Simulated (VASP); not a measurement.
Level of theory: PBEsol GGA, VASP's PBE PAW potentials (set 64) (plane waves; VASP).

A VASP calculation is set up with these files.

**INCAR**
```
# general
SYSTEM =Tc
PREC   =Accurate
ENCUT  =400
LREAL  =F
LASPH  =T
ICHARG =11

# electronic loop
EDIFF  =1E-7
NELM   =100
ALGO   =Normal
LMAXMIX=4

# smearing
ISMEAR =0
SIGMA  =0.05

# functional
GGA    =PS

# output
LWAVE  =F
LCHARG =F
LORBIT =11
```

File POSCAR:
```
Tc
1
    1.3588973053    -2.3536795591     0.0000000000
    1.3588973053     2.3536795591     0.0000000000
    0.0000000000     0.0000000000     4.3536353485
Tc
2
Direct
  0.3333330000   0.6666670000   0.2500000000
  0.6666670000   0.3333330000   0.7500000000
```

File KPOINTS:
```
k-points along high-symmetry lines
10
Line-mode
Reciprocal
  0.000000   0.000000   0.000000 ! GAMMA
 -0.000000   0.500000   0.000000 ! M

 -0.000000   0.500000   0.000000 ! M
 -0.333333   0.666667   0.000000 ! K

 -0.333333   0.666667   0.000000 ! K
  0.000000   0.000000   0.000000 ! GAMMA

  0.000000   0.000000   0.000000 ! GAMMA
  0.000000   0.000000   0.500000 ! A

  0.000000   0.000000   0.500000 ! A
 -0.000000   0.500000   0.500000 ! L

 -0.000000   0.500000   0.500000 ! L
 -0.333333   0.666667   0.500000 ! H

 -0.333333   0.666667   0.500000 ! H
  0.000000   0.000000   0.500000 ! A

 -0.000000   0.500000   0.500000 ! L
 -0.000000   0.500000   0.000000 ! M

 -0.333333   0.666667   0.500000 ! H
 -0.333333   0.666667   0.000000 ! K
```

POTCAR, in this order: Tc_pv (PBE.64 set). Program: vasp_std. Read from the step before: CHGCAR.

The resulting files:

File OSZICAR:
```
       N       E                     dE             d eps       ncg     rms          rms(c)
DAV:   1     0.271730968340E+03    0.27173E+03   -0.15068E+04  3140   0.133E+03
DAV:   2    -0.159556206472E+02   -0.28769E+03   -0.28428E+03  3399   0.415E+02
DAV:   3    -0.225563551130E+02   -0.66007E+01   -0.63836E+01  3684   0.722E+01
DAV:   4    -0.226052992423E+02   -0.48944E-01   -0.48897E-01  3249   0.656E+00
DAV:   5    -0.226057814333E+02   -0.48219E-03   -0.48218E-03  3496   0.606E-01
DAV:   6    -0.226057892121E+02   -0.77788E-05   -0.77799E-05  3472   0.692E-02
DAV:   7    -0.226057894016E+02   -0.18957E-06   -0.18862E-06  3514   0.860E-03
DAV:   8    -0.226057894069E+02   -0.53146E-08   -0.62955E-08  2280   0.128E-03
   1 F= -.22605789E+02 E0= -.22602755E+02  d E =-.606935E-02
```

File OUTCAR:
```
 val. band max:       12.8904896070   @ k =   0.0000   0.0000   0.0556

 cond. band min:      12.9003870977   @ k =  -0.1481   0.2963   0.0000



 k-point     1 :       0.0000    0.0000    0.0000
  band No.  band energies     occupation
      1     -26.4872      2.00000
      2     -25.2706      2.00000
      3     -25.2706      2.00000
      4     -25.0654      2.00000
      5     -25.0654      2.00000
      6     -25.0208      2.00000
      7       5.4915      2.00000
      8       7.3577      2.00000
      9      11.3568      2.00000
     10      11.3568      2.00000
     11      11.4459      2.00000
     12      12.1136      2.00000
     13      12.1136      2.00000
     14      12.8391      1.90549
     15      12.8391      1.90532
     16      14.7159      0.00000
     17      15.6257      0.00000

 k-point     2 :       0.0000    0.0556    0.0000
  band No.  band energies     occupation
      1     -26.4730      2.00000
      2     -25.3016      2.00000
      3     -25.2808      2.00000
      4     -25.0983      2.00000
      5     -25.0697      2.00000
      6     -25.0266      2.00000
      7       5.6123      2.00000
      8       7.4573      2.00000
      9      11.0553      2.00000
     10      11.4604      2.00000
     11      11.7103      2.00000
     12      12.0469      2.00000
     13      12.2103      2.00000
     14      12.6940      2.00000
     15      12.7544      1.99995
     16      13.9407      0.00000
     17      15.6809      0.00000

 k-point     3 :       0.0000    0.1111    0.0000
  band No.  band energies     occupation
      1     -26.4316      2.00000
      2     -25.3914      2.00000
      3     -25.3094      2.00000
      4     -25.1910      2.00000
      5     -25.0823      2.00000
      6     -25.0434      2.00000
      7       5.9604      2.00000
      8       7.7302      2.00000
      9      10.6673      2.00000
     10      11.7670      2.00000
     11      11.8258      2.00000
     12      12.0824      2.00000
...
```

The density is held fixed in this step, so its total energy and stress have no physical meaning.

The compound is Tc in the hcp structure. It was relaxed first.
